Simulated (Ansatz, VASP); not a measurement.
# One calculation of Be2H3Br, two programs

```
Be H Br
1.0
     3.36826    0.00000    0.00000
     0.00000    3.36826    0.00000
     0.00000    0.00000    4.90535
Be H Br
2 3 1
Direct
  0.50000 0.00000 0.64764
  0.00000 0.50000 0.35236
  0.50000 0.50000 0.50000
  0.00000 0.00000 0.50000
  0.50000 0.50000 0.00000
  0.00000 0.00000 0.00000
```

Alike in both runs: functional PBE; k mesh 12 × 12 × 8; occupations gaussian, width 0.1 eV; no spin polarisation.

Ansatz relaxed the structure, and its values are those at the end. VASP's run is a single point on that final structure, the one shown.

|  | VASP | Ansatz |
| --- | --- | --- |
| version | VASP 6.6.1 | Ansatz 0.2.0 |
| potentials or method | VASP PAW PBE potentials, release 64 (Be, H, Br) | scalar-relativistic, plane waves, PAW |
| plane-wave cutoff (eV) | 520 | 420 |
| valence electrons in the cell | 14 | 14 |

```csv
,VASP,Ansatz,Ansatz less VASP
gap on the k mesh at the Fermi level (eV),none,none,-
pressure (GPa),0.0,0.0,+0.05
```

A gap of «none» marks a metal or a gap that the smearing closes.
